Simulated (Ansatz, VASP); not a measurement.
# Cross-check of PtC between VASP and Ansatz, part 2 of 2

Wanted: the spread between two codes on one cell, functional and k mesh. The cell is generated by rule, not measured, and may not be a known phase. The cell is taken from a series of runs on this material, whose earlier steps may have relaxed, scaled, displaced or heated it; both programs get it as it stands.

VASP 6.6.1 and Ansatz 0.2.0.

So far: The starting structure; VASP: zone-centre phonons, LDA.

### 2. VASP: zone-centre phonons, LDA (continued)

Level of this step: LDA; plane waves and PAW (Pt, C); invented cell (VASP).

Numbers of over 12 decimals in the logs are rounded to 6 here.

From OUTCAR (step 2):

```text
ion  position               nearest neighbor table
   1  0.000  0.275  0.042-   7 2.01   7 2.01   8 2.01   5 2.16   3 2.88   3 2.88   2 2.96   2 2.96

  LATTYP: Found a simple orthorhombic cell.
 ALAT       =     2.9989819224
 B/A-ratio  =     1.8573304357
 C/A-ratio  =     1.8935379960

 Subroutine GETGRP returns: Found  4 space group operations
 (whereof  2 operations were pure point group operations)

The static configuration has the point symmetry C_1h.
 The point group associated with its full space group is C_2v.

 Found     96 irreducible k-points:

   k-points           NKPTS =     96   k-points in BZ     NKDIM =     96   number of bands    NBANDS=     36

   dimension x,y,z NGX =    24 NGY =   48 NGZ =   48
   dimension x,y,z NGXF=    48 NGYF=   96 NGZF=   96

   ENCUT  =  600.0 eV  44.10 Ry    6.64 a.u.   5.99 11.34 11.12*2*pi/ulx,y,z

   NELECT =      56.0000    total number of electrons

 k-points in reciprocal lattice and weights: Automatic mesh
   0.00000000  0.00000000  0.00000000       0.003
   0.10000000  0.00000000  0.00000000       0.006
   0.20000000  0.00000000  0.00000000       0.006
   0.30000000  0.00000000  0.00000000       0.006
   0.40000000  0.00000000  0.00000000       0.006
   0.50000000  0.00000000  0.00000000       0.003
   0.00000000  0.16666667  0.00000000       0.006
   0.10000000  0.16666667  0.00000000       0.011
   0.20000000  0.16666667  0.00000000       0.011
[...]
-----------------------------------------------------------------------------------
    total drift:                                0.000000      0.000000      0.000022

 Eigenvectors and eigenvalues of the dynamical matrix
 ----------------------------------------------------

   1 f  =   23.424971 THz   147.183435 2PiTHz  781.372932 cm-1    96.877853 meV
             X         Y         Z           dx          dy          dz
      0.000000  1.563206  0.234210    -0.000000   -0.014136   -0.070974
      1.499491  4.720813  5.401727    -0.000000    0.023110    0.056414
      1.499491  0.957873  2.616677    -0.000000    0.023110   -0.056414
      0.000000  4.115480  3.019260     0.000000   -0.014136    0.070974
      0.000000  2.241413  2.289241     0.000000   -0.029273   -0.148265
      1.499491  4.703256  1.822498    -0.000000   -0.006929   -0.684221
      1.499491  0.975431  4.607548    -0.000000   -0.006929    0.684221
      0.000000  3.437273  5.074292     0.000000   -0.029273    0.148265

   2 f  =   22.512850 THz   141.452406 2PiTHz  750.947831 cm-1    93.105623 meV
             X         Y         Z           dx          dy          dz
      0.000000  1.563206  0.234210    -0.000000   -0.058906   -0.003495
      1.499491  4.720813  5.401727     0.000000   -0.059376   -0.023603
      1.499491  0.957873  2.616677     0.000000   -0.059376    0.023603
      0.000000  4.115480  3.019260    -0.000000   -0.058906    0.003495
      0.000000  2.241413  2.289241    -0.000000    0.671916    0.037896
      1.499491  4.703256  1.822498     0.000000   -0.195275   -0.037353
      1.499491  0.975431  4.607548     0.000000   -0.195275    0.037353
      0.000000  3.437273  5.074292    -0.000000    0.671916   -0.037896

   3 f  =   22.499176 THz   141.366494 2PiTHz  750.491739 cm-1    93.049075 meV
             X         Y         Z           dx          dy          dz
      0.000000  1.563206  0.234210     0.000000   -0.001370   -0.079146
      1.499491  4.720813  5.401727    -0.000000    0.055220   -0.048600
      1.499491  0.957873  2.616677    -0.000000   -0.055220   -0.048600
      0.000000  4.115480  3.019260     0.000000    0.001370   -0.079146
      0.000000  2.241413  2.289241     0.000000    0.409759   -0.027753
      1.499491  4.703256  1.822498    -0.000000   -0.158818    0.542611
      1.499491  0.975431  4.607548    -0.000000    0.158818    0.542611
      0.000000  3.437273  5.074292     0.000000   -0.409759   -0.027753

   4 f  =   21.340060 THz   134.083552 2PiTHz  711.827783 cm-1    88.255357 meV
             X         Y         Z           dx          dy          dz
      0.000000  1.563206  0.234210     0.000000    0.046310    0.008815
      1.499491  4.720813  5.401727    -0.000000    0.042912    0.072653
      1.499491  0.957873  2.616677    -0.000000   -0.042912    0.072653
      0.000000  4.115480  3.019260     0.000000   -0.046310    0.008815
      0.000000  2.241413  2.289241     0.000000    0.544458    0.095721
      1.499491  4.703256  1.822498    -0.000000   -0.072714   -0.423997
      1.499491  0.975431  4.607548    -0.000000    0.072714   -0.423997
      0.000000  3.437273  5.074292     0.000000   -0.544458    0.095721

   5 f  =   17.786196 THz   111.753967 2PiTHz  593.283648 cm-1    73.557764 meV
             X         Y         Z           dx          dy          dz
      0.000000  1.563206  0.234210     0.066758    0.000000    0.000000
      1.499491  4.720813  5.401727    -0.087443   -0.000000   -0.000000
      1.499491  0.957873  2.616677    -0.087443    0.000000   -0.000000
      0.000000  4.115480  3.019260     0.066758    0.000000    0.000000
      0.000000  2.241413  2.289241     0.533653    0.000000    0.000000
      1.499491  4.703256  1.822498    -0.450679    0.000000   -0.000000
      1.499491  0.975431  4.607548    -0.450679    0.000000   -0.000000
      0.000000  3.437273  5.074292     0.533653    0.000000   -0.000000

   6 f  =   16.894546 THz   106.151564 2PiTHz  563.541401 cm-1    69.870197 meV
             X         Y         Z           dx          dy          dz
      0.000000  1.563206  0.234210    -0.067184   -0.000000    0.000000
      1.499491  4.720813  5.401727    -0.116371    0.000000    0.000000
      1.499491  0.957873  2.616677     0.116371   -0.000000   -0.000000
      0.000000  4.115480  3.019260     0.067184   -0.000000   -0.000000
      0.000000  2.241413  2.289241    -0.628440    0.000000    0.000000
      1.499491  4.703256  1.822498    -0.294969    0.000000    0.000000
      1.499491  0.975431  4.607548     0.294969   -0.000000    0.000000
      0.000000  3.437273  5.074292     0.628440   -0.000000   -0.000000

   7 f  =   16.690873 THz   104.871850 2PiTHz  556.747605 cm-1    69.027874 meV
             X         Y         Z           dx          dy          dz
      0.000000  1.563206  0.234210     0.124547   -0.000000   -0.000000
      1.499491  4.720813  5.401727    -0.061547   -0.000000    0.000000
      1.499491  0.957873  2.616677     0.061547   -0.000000    0.000000
      0.000000  4.115480  3.019260    -0.124547    0.000000    0.000000
      0.000000  2.241413  2.289241    -0.296159    0.000000    0.000000
      1.499491  4.703256  1.822498     0.626889    0.000000   -0.000000
      1.499491  0.975431  4.607548    -0.626889    0.000000   -0.000000
      0.000000  3.437273  5.074292     0.296159    0.000000   -0.000000

   8 f  =   16.176576 THz   101.640427 2PiTHz  539.592509 cm-1    66.900915 meV
             X         Y         Z           dx          dy          dz
      0.000000  1.563206  0.234210    -0.123034   -0.000000    0.000000
      1.499491  4.720813  5.401727    -0.116916    0.000000   -0.000000
      1.499491  0.957873  2.616677    -0.116916   -0.000000   -0.000000
      0.000000  4.115480  3.019260    -0.123034   -0.000000    0.000000
      0.000000  2.241413  2.289241     0.440695   -0.000000    0.000000
      1.499491  4.703256  1.822498     0.526290    0.000000    0.000000
      1.499491  0.975431  4.607548     0.526290    0.000000    0.000000
      0.000000  3.437273  5.074292     0.440695   -0.000000   -0.000000

   9 f  =   15.511816 THz    97.463615 2PiTHz  517.418491 cm-1    64.151688 meV
             X         Y         Z           dx          dy          dz
      0.000000  1.563206  0.234210    -0.000000   -0.075974   -0.042013
      1.499491  4.720813  5.401727     0.000000   -0.086970    0.062324
      1.499491  0.957873  2.616677    -0.000000   -0.086970   -0.062324
      0.000000  4.115480  3.019260     0.000000   -0.075974    0.042013
      0.000000  2.241413  2.289241     0.000000    0.116482    0.409118
      1.499491  4.703256  1.822498    -0.000000    0.540178   -0.090978
      1.499491  0.975431  4.607548     0.000000    0.540178    0.090978
      0.000000  3.437273  5.074292    -0.000000    0.116482   -0.409118

  10 f  =   15.194630 THz    95.470678 2PiTHz  506.838312 cm-1    62.839913 meV
             X         Y         Z           dx          dy          dz
      0.000000  1.563206  0.234210     0.000000    0.040338    0.014758
      1.499491  4.720813  5.401727     0.000000    0.101736   -0.023998
      1.499491  0.957873  2.616677    -0.000000   -0.101736   -0.023998
      0.000000  4.115480  3.019260    -0.000000   -0.040338    0.014758
      0.000000  2.241413  2.289241     0.000000    0.147012   -0.037838
      1.499491  4.703256  1.822498     0.000000    0.677170    0.075002
      1.499491  0.975431  4.607548    -0.000000   -0.677170    0.075002
      0.000000  3.437273  5.074292    -0.000000   -0.147012   -0.037838

  11 f  =   14.104425 THz    88.620718 2PiTHz  470.472985 cm-1    58.331190 meV
             X         Y         Z           dx          dy          dz
      0.000000  1.563206  0.234210    -0.000000   -0.002675   -0.011045
      1.499491  4.720813  5.401727    -0.000000   -0.127364   -0.057604
      1.499491  0.957873  2.616677    -0.000000   -0.127364    0.057604
      0.000000  4.115480  3.019260    -0.000000   -0.002675    0.011045
    [... 145 further lines ...]
      1.499491  0.975431  4.607548     0.120357   -0.000000    0.000000
      0.000000  3.437273  5.074292     0.120491   -0.000000    0.000000

 ELASTIC MODULI CONTR FROM IONIC RELAXATION (kBar)
 Direction    XX          YY          ZZ          XY          YZ          ZX
 --------------------------------------------------------------------------------
 XX        -906.1549   -153.9358    -37.4561      0.0000     -0.0000     -0.0000
 YY        -153.9358   -818.1664    -83.5191     -0.0000     -0.0000     -0.0000
 ZZ         -37.4561    -83.5191   -686.2249     -0.0000     -0.0000      0.0000
 XY           0.0000     -0.0000     -0.0000   -419.9160      0.0000     -0.0000
 YZ          -0.0000     -0.0000     -0.0000      0.0000   -301.0299      0.0000
 ZX          -0.0000     -0.0000      0.0000     -0.0000      0.0000   -362.3672
 --------------------------------------------------------------------------------
```

### 3. Ansatz: zone-centre phonons, LDA

Ansatz runs on its default PAW (the set named soft_2) files.

The same cell, functional (in two slightly different forms), mesh and smearing now go to Ansatz, which takes its cutoff from its data sets.

Contents of input.yaml:

```yaml
crystal:
  lattice:
    - [2.9989819224, 0.0, 0.0]
    - [0.0, 5.6786862195, 0.0]
    - [0.0, 0.0, 5.5701004006]
  atoms:
    - { symbol: Pt, position: [0.0, 0.2752760046, 0.0420476678] }
    - { symbol: Pt, position: [0.5, 0.831321412, 0.9697718892] }
    - { symbol: Pt, position: [0.5, 0.168678588, 0.4697718892] }
    - { symbol: Pt, position: [0.0, 0.7247239954, 0.5420476678] }
    - { symbol: C, position: [0.0, 0.3947063046, 0.4109874507] }
    - { symbol: C, position: [0.5, 0.8282295245, 0.3271929924] }
    - { symbol: C, position: [0.5, 0.1717704755, 0.8271929924] }
    - { symbol: C, position: [0.0, 0.6052936954, 0.9109874507] }
kpoints:
  mp_grid: { grid: [10, 6, 6] }
hamiltonian:
  xc: lda
scf:
  occupations: { method: methfessel_paxton, width: 0.15 }
output:
  eigenvalues: true
phonons:
  method: dfpt
```

On the command line:

```bash
ansatz run input.yaml --threads 4 --pin off --max-ram 7168MiB --backend cpu --events-out ev --progress --plain --runs-dir out
```

The log of the run:

```text
zone centre: on kpoints.mp_grid the ground state, and the responses unless they are solved on pairs of k-points, stand on 120 of the mesh's 360 k-points, reduced under 2 symmetry operations, with k and −k counted as one. Each operation leaves every solved displacement unchanged or reverses it
Engine: ansatz 0.2.0, aarch64-unknown-linux-gnu
Pseudopotentials: kind: paw
Pseudopotential: Pt, paw, valence charge 18, recommended cutoff 420 eV (normal), Pt.paw.azcp
Pseudopotential: C, paw, valence charge 4, recommended cutoff 420 eV (normal), C.paw.azcp
Functional definition: SPW92
  exchange = slater_x
  correlation = pw_c
Crystal: 8 atoms, lattice volume = 94.860 Å³
Basis set: ecut = 420 eV, 1851 PW (Γ), exchange–correlation on 48×80×80 points (8 copies of the dense FFT grid, shifted against one another)
Bands: 53, of which v1, the nominal top of the filled ones, is band 44 counted from 1 (43 counted from 0)
Symmetry: 4 space group operations
k-points: 120 of 360 (irreducible under 2 space group operations, time reversal used)
Non-local potential: Pt, projectors of the file, l = 0: 3, l = 1: 2, l = 2: 2, l = 3: 1
Non-local potential: C, projectors of the file, l = 0: 2, l = 1: 2, l = 2: 1
PAW form: soft (Blöchl's): semilocal exchange-correlation on the pseudo side does not see the compensation charge
PAW frozen core: Pt, regenerated for the run's functional, and the local potential with it (the file was generated under x = pbe(κ = 0.804, μ = 0.219515), c = pbe(β = 0.066725))
PAW frozen core: C, regenerated for the run's functional, and the local potential with it (the file was generated under x = pbe(κ = 0.804, μ = 0.219515), c = pbe(β = 0.066725))
PAW one-centre angular grid: Pt, 590 points (default); XC on 64 Gauss nodes
PAW one-centre angular grid: C, 110 points (default); XC on 64 Gauss nodes
Initial density: superposition of atomic densities (neutral atoms: chi_scale 0, normalization atom), corrected by the library's trained network
Initial wavefunctions: pseudopotential atomic-orbital guess
Functional: x = slater, c = lda
SCF iter   1: F=—  HF=-49944.979090 eV  |F-HF|=—  |Δ(HF+E_count)|=         —  Δρ=1.28e-2  dr2=1.01e-1  ethr=1.77e-3  ⟨swp⟩=5.4  Hψ=22098  notcnv=0
preconditioner: auto → Kerker (q_TF=auto, 2.694 Å⁻¹)  [metal: Δε(μ)=0.006 eV  Ē_g=8.744 eV  σ=0.150 eV  W_gap=0.03  n_scr=38 (ndim 8)  ℏωp=28.5 eV  f_vac=0.002  D(μ)=1.89/eV (n_scr^D=8)]
SCF iter   2: F=—  HF=-49944.961241 eV  |F-HF|=—  |Δ(HF+E_count)|=   1.78e-2  S|Δr|=    0.00e0  Δρ=6.81e-3  dr2=3.48e-2  ethr=1.15e-4  ⟨swp⟩=1.3  Hψ=7393  notcnv=0
SCF iter   3: F=—  HF=-49944.951904 eV  |F-HF|=—  |Δ(HF+E_count)|=   9.34e-3  S|Δr|=    0.00e0  Δρ=1.29e-3  dr2=2.36e-3  ethr=3.96e-5  ⟨swp⟩=2.0  Hψ=9537  notcnv=0
SCF iter   4: F=—  HF=-49944.951422 eV  |F-HF|=—  |Δ(HF+E_count)|=   4.81e-4  S|Δr|=    0.00e0  Δρ=5.43e-4  dr2=5.29e-4  ethr=2.68e-6  ⟨swp⟩=2.3  Hψ=8913  notcnv=0
SCF iter   5: F=—  HF=-49944.951301 eV  |F-HF|=—  |Δ(HF+E_count)|=   1.22e-4  S|Δr|=    0.00e0  Δρ=1.66e-4  dr2=4.02e-5  ethr=6.01e-7  ⟨swp⟩=2.3  Hψ=8839  notcnv=0
SCF iter   6: F=—  HF=-49944.951293 eV  |F-HF|=—  |Δ(HF+E_count)|=   7.49e-6  S|Δr|=    0.00e0  Δρ=7.13e-5  dr2=1.03e-5  ethr=4.57e-8  ⟨swp⟩=2.0  Hψ=9512  notcnv=0
SCF iter   7: F=—  HF=-49944.951290 eV  |F-HF|=—  |Δ(HF+E_count)|=   2.57e-6  S|Δr|=    0.00e0  Δρ=2.37e-5  dr2=7.45e-7  ethr=1.17e-8  ⟨swp⟩=2.1  Hψ=8364  notcnv=0
SCF iter   8: F=—  HF=-49944.951292 eV  |F-HF|=—  |Δ(HF+E_count)|=   1.04e-6  S|Δr|=    0.00e0  Δρ=8.81e-6  dr2=9.89e-8  ethr=8.47e-10  ⟨swp⟩=2.1  Hψ=8984  notcnv=0
SCF iter   9: F=—  HF=-49944.951292 eV  |F-HF|=—  |Δ(HF+E_count)|=   8.16e-9  S|Δr|=    0.00e0  Δρ=4.58e-6  dr2=3.25e-8  ethr=1.12e-10  ⟨swp⟩=2.2  Hψ=9250  notcnv=0
SCF iter  10: F=—  HF=-49944.951291 eV  |F-HF|=—  |Δ(HF+E_count)|=   3.73e-9  S|Δr|=    0.00e0  Δρ=1.15e-6  dr2=1.24e-9  ethr=3.69e-11  ⟨swp⟩=2.4  Hψ=9094  notcnv=0
SCF iter  11: F=—  HF=-49944.951291 eV  |F-HF|=—  |Δ(HF+E_count)|=  5.82e-11  S|Δr|=    0.00e0  Δρ=2.68e-7  dr2=6.14e-11  ethr=1.41e-12  ⟨swp⟩=2.4  Hψ=9327  notcnv=0
SCF iter  12: F=-49944.951291 eV  HF=-49944.951291 eV  |F-HF|=1.46e-11  |Δ(HF+E_count)|=  7.28e-12  S|Δr|=    0.00e0  Δρ=8.35e-8  dr2=7.31e-12  ethr=1.00e-12  ⟨swp⟩=9.9  Hψ=27631  notcnv=0
SCF 1 converged in 12 iterations: F = -49944.951291 eV  dr2 = 7.31e-12
  greatest PAW one-centre occupation: 1.000 electrons in one spin orbital (limit 2), on the Pt atom at site 1 (counted from 0), in its partial waves of l = 0
DFPT response loops at Γ: preconditioner auto → Kerker (q_TF=auto, 2.694 Å⁻¹) (partly filled bands, converged f_vac=0.001); β = 1.00, the filter's whole step (`scf.mixing.beta` (0.50) is not read by the response loops under this deck's `scf.mixing.preconditioner`; to damp them name `kerker` or `kerker_dos`, under which they read `scf.mixing.beta`, and type it under 1.00, their step now; both keys bind the ground state too); Broyden in place of MSR1
SCF converged after 12 iterations
Stability not checked: this state was not tested for a lower state beside it, because cold or Methfessel-Paxton smearing, or corrected tetrahedra, fill the levels in a way that the test cannot read (fill_not_monotonic; see scf.lower_state_search)
Free energy (F): -49944.951291 eV
Harris-Foulkes:  -49944.951291 eV  (|F-HF|=1.46e-11)
Internal energy: -49944.949820 eV  (E = F + TS)
E sigma→0 (E₀):  -49944.950924 eV
Entropy (-TS):   -0.001472 eV (-0.184 meV/atom)
Fermi energy:    17.891271 eV
--- Per-component energies (eV) ---
  E_band       = -856.545364
  E_kinetic    = 2897.132668
  E_local      = -7897.061039  (includes V_loc(G=0)·N_el)
  E_nonlocal   = 931.253188
  E_hartree    = 2932.303952
  E_xc         = -1232.066306
  E_vxc        = -1447.721357  (∫ρ·V_xc dr)
  E_paw        = -37072.682320  (= ΣΔE_a)
  E_vpaw       = -1204.757319  (= ΣTr[D̂ρ^β])
  E_aug_tail   = 0.000740  (compensation charges beyond the density's cutoff)
  E_ewald      = -10505.937511
  E_core_change = 2.106808  (= ΣΔE_core)
  E_smearing   = -0.001472  (= −TS)
  E_closure    = -0.000000  (closes the sum)
  Σ components = -49944.951291   (vs F -49944.951291, Δ=0.00e0)
--- Band table (eV; the first three rows and the last of 120) ---
  k-point 0: bands = [... 40 lower, 15.3370, 15.3605, 15.6838, 16.5441, 18.4696, 20.2506, 20.9491, 21.0328, ... 5 higher]
  k-point 1: bands = [... 40 lower, 15.2929, 15.3084, 15.8826, 16.8476, 18.7681, 20.2444, 20.8143, 20.9059, ... 5 higher]
  k-point 2: bands = [... 40 lower, 15.3238, 15.3700, 16.6560, 17.3296, 19.4325, 20.1767, 20.4319, 20.6322, ... 5 higher]
  k-point 119: bands = [... 40 lower, 16.0045, 16.0045, 16.2269, 16.2269, 18.3845, 18.3845, 18.9584, 18.9584, ... 5 higher]
--- Phonons (Γ-DFPT): 12 representative perturbations + reference, on 120 of 360 k-points (Σ response iterations 42) ---
  k mesh reduced under 2 symmetry operations, with k and −k counted as one. Each operation leaves every solved displacement unchanged or reverses it
  ASR residual: 6.267e-5 → 0.000e0 eV/Å²; symmetrization residual: 4.582e-6 eV/Å²
  ASR residual per site (eV/Å²): 4.66e-5 6.27e-5 6.27e-5 4.66e-5 3.07e-5 5.72e-5 5.72e-5 3.07e-5
  Γ frequencies (cm⁻¹): 0.00 0.00 0.00 86.18 87.87 100.36 102.28 131.91 155.59 157.52 182.77 195.25 424.34 469.14 503.31 514.37 535.73 552.30 558.99 588.45 704.75 744.49 745.32 775.89
  non-analytic LO–TO correction: not included (Born effective charges unavailable; polar crystals: no LO–TO splitting at Γ)
```

In the SCF lines HF is the Harris–Foulkes energy and dr2 the Hartree energy of the density residual, in eV; the loop may stop once dr2 is under the threshold and the program's other checks hold. Hψ counts applications of the Hamiltonian.

### 4. Differences

Known differences besides the potentials themselves: the data sets hold 88 valence electrons in Ansatz (on its default PAW (the set named soft_2) files) and 56 in VASP; the cutoff is 420 eV in Ansatz and 600 eV in VASP; VASP's log shows a relativistic correction to its local exchange, Ansatz's none. Total energies have different zeros and are not compared.

Both answers:

```
              quantity  Ansatz   VASP  difference
 optical mode 1 (cm⁻¹)    86.2   85.8     +0.49 %
 optical mode 2 (cm⁻¹)    87.9   87.7     +0.15 %
 optical mode 3 (cm⁻¹)   100.4   99.6     +0.75 %
 optical mode 4 (cm⁻¹)   102.3  102.0     +0.27 %
 optical mode 5 (cm⁻¹)   131.9  131.7     +0.16 %
 optical mode 6 (cm⁻¹)   155.6  156.1     -0.32 %
 optical mode 7 (cm⁻¹)   157.5  158.0     -0.30 %
 optical mode 8 (cm⁻¹)   182.8  184.2     -0.76 %
 optical mode 9 (cm⁻¹)   195.2  196.4     -0.59 %
optical mode 10 (cm⁻¹)   424.3  425.3     -0.23 %
optical mode 11 (cm⁻¹)   469.1  470.5     -0.28 %
optical mode 12 (cm⁻¹)   503.3  506.8     -0.70 %
optical mode 13 (cm⁻¹)   514.4  517.4     -0.59 %
optical mode 14 (cm⁻¹)   535.7  539.6     -0.72 %
optical mode 15 (cm⁻¹)   552.3  556.7     -0.80 %
optical mode 16 (cm⁻¹)   559.0  563.5     -0.81 %
optical mode 17 (cm⁻¹)   588.5  593.3     -0.81 %
optical mode 18 (cm⁻¹)   704.8  711.8     -0.99 %
optical mode 19 (cm⁻¹)   744.5  750.5     -0.80 %
optical mode 20 (cm⁻¹)   745.3  750.9     -0.75 %
optical mode 21 (cm⁻¹)   775.9  781.4     -0.70 %
```

Modes are paired by rising frequency, not by their patterns, so a pair may set unlike modes beside each other; they are those without the splitting of longitudinal modes.

### 5. Outcome

```json
{
 "r.m.s. difference of the optical zone-centre modes, each program's sorted by frequency (zone-centre phonons, LDA)": "3.5 cm⁻¹",
 "difference in optical mode 18 (zone-centre phonons, LDA)": "-1.0 %"
}
```

The r.m.s. difference of the optical zone-centre modes, each program's sorted by frequency is 3.5 cm⁻¹ (zone-centre phonons, LDA). The data sets hold unlike numbers of valence electrons (88 in Ansatz and 56 in VASP), so part of the differences comes from the potentials. Among the rows given in per cent, the largest difference of the zone-centre phonons, LDA pair is in optical mode 18, -1.0 %. How closely two codes agree says nothing of how well the functional describes the real material.

[Lines on the potential files, build, host, timing and source positions are cut from VASP's logs without a mark.]

[Logs are printed without paths, hosts, clocks, repeated set-up lines and the standing remarks that a program may print on its own settings, such as how far it seeks lower states.]

[Hosts, paths, dates, database ids (printed as entryN), source tags and the programs' standing remarks are cut or masked in the printed files.]
